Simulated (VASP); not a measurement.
A convergence study with VASP on MgO (rock salt): one setting is varied, all else stays as given below, so the limit is that of these other settings.

```xyz
2
Lattice="0.0000 2.1050 2.1050 2.1050 0.0000 2.1050 2.1050 2.1050 0.0000" Properties=species:S:1:pos:R:3 pbc="T T T"
Mg     0.0000     0.0000     0.0000
O      2.1050     2.1050     2.1050
```

Level of theory: PBE GGA, VASP's PBE PAW potentials (set 64) (plane waves; VASP). The tightest run used: 700 eV cut-off, 20×20×20 Γ-centred mesh, tetrahedra with Blöchl corrections, potentials Mg O.

Gaps are read on the run's mesh, which can miss a band edge.

```tsv
setting	E (eV/atom)	pressure (GPa)	gap on the mesh (eV)	irreducible k-points
3×3×3 mesh	-5.9100	4.36	4.700	4
4×4×4 mesh	-5.9496	3.92	4.735	8
5×5×5 mesh	-5.9549	3.88	4.741	10
```

Problem. These are the cheaper rows. Estimate the results at 20×20×20 mesh, and how far the last row shown lies from them.

Solution. 
| quantity | tightest run | last row shown is off by |
|---|---|---|
| E (eV/atom) | -5.9559 | 0.0010 |
| pressure (GPa) | 3.88 | 0.00 |
| gap on the mesh (eV) | 4.743 | -0.002 |

Left out are rungs that failed or repeat a setting and relaxations that didn't move; long series are thinned to 24 rows.

The compound is MgO in the rock salt structure. The cell was not relaxed at this level.
